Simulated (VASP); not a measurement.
Data:

```
Ir
1.0
    0.00000     1.92000     1.92000
    1.92000     0.00000     1.92000
    1.92000     1.92000     0.00000
Ir
1
Cartesian
  0.00000   0.00000   0.00000
```

Computed with rev-vdW-DF2, VASP's PBE PAW potentials (set 64) (plane waves; VASP). Settings: 520 eV cut-off, 15×15×15 Γ-centred mesh, first-order Methfessel-Paxton smearing of 0.10 eV, potentials Ir.

Task: The ions, cell shape and volume are relaxed. Which structure does the run end with?

Result: 
```
Ir
1.0
    0.00000     1.93022     1.93022
    1.93022     0.00000     1.93022
    1.93022     1.93022     0.00000
Ir
1
Direct
  0.00000   0.00000   0.00000
```
Space group Fm-3m (225), at a tolerance of 0.03 Å.

Task: How do energy and volume change from the first to the last step?

Result: The energy (σ→0) changes by -4.2 meV/atom and the volume by +1.6 %, in 4 ionic steps.

```
step  E(σ→0) (eV)  max force (eV/Å)  pressure (GPa)  volume (Å³)
----  -----------  ----------------  --------------  -----------
1         -6.8128             0.000            6.04        14.16
2         -6.7610             0.000          -18.85        15.28
3         -6.8170             0.000           -0.14        14.39
4         -6.8170             0.000           -0.01        14.38
```

The compound is Ir in the fcc structure. This run relaxes it. Symmetry was kept, so distortions that lower it aren't found.
